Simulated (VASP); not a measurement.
An input for Ansatz (written as the equivalent of a VASP run, and not itself run):

Ansatz 0.2 input:
```yaml
crystal:
  lattice:
    - [0.0000000, 3.0403475, 3.0403475]
    - [3.0403475, 0.0000000, 3.0403475]
    - [3.0403475, 3.0403475, 0.0000000]
  atoms:
    - { symbol: Cd, position: [0.0000000, 0.0000000, 0.0000000] }
    - { symbol: Se, position: [0.2500000, 0.2500000, 0.2500000] }
kpoints:
  mp_grid: { grid: [8, 8, 8] }
hamiltonian:
  xc: r2scan
  pseudopotentials: { kind: paw }
scf:
  occupations: { method: gaussian, width: 0.05 }
  max_iter: 100
output: { forces: true, stress: true, eigenvalues: true }
```

**Question.** Translate this input to VASP (INCAR, KPOINTS, POSCAR, choice of POTCAR).

**Answer.** One answer among several that fit: 
**INCAR**
```
ALGO  =  Normal
EDIFF  =  1E-7
ENCUT  =  520
ISIF  =  2
ISMEAR  =  0
LASPH  =  T
LCHARG  =  F
LMAXMIX  =  4
LMIXTAU  =  T
LREAL  =  F
LWAVE  =  F
METAGGA  =  R2SCAN
NELM  =  100
PREC  =  Accurate
SIGMA  =  0.05
SYSTEM  =  CdSe
```

File KPOINTS:
```
Automatic mesh
0
Gamma
8 8 8
0 0 0
```

POSCAR:
```
CdSe
1
    0.0000000000     3.0403474562     3.0403474562
    3.0403474562     0.0000000000     3.0403474562
    3.0403474562     3.0403474562     0.0000000000
Cd Se
1 1
Direct
  0.0000000000   0.0000000000   0.0000000000
  0.2500000000   0.2500000000   0.2500000000
```

POTCAR, in this order: Cd Se (PBE.64 set). Program: vasp_std.

The two are equivalent in intent, not identical: each code has its own PAW files, so the cut-off isn't converted (ENCUT is set for VASP's; basis.ecutwfc is left out, and Ansatz then takes the one that its files recommend); Ansatz stops its SCF on the density residual and VASP on the energy change (EDIFF).

The compound is CdSe in the zinc blende structure, whereas wurtzite is the usual form. This cell is one point of a volume scan, at 0.97 of the reference volume.
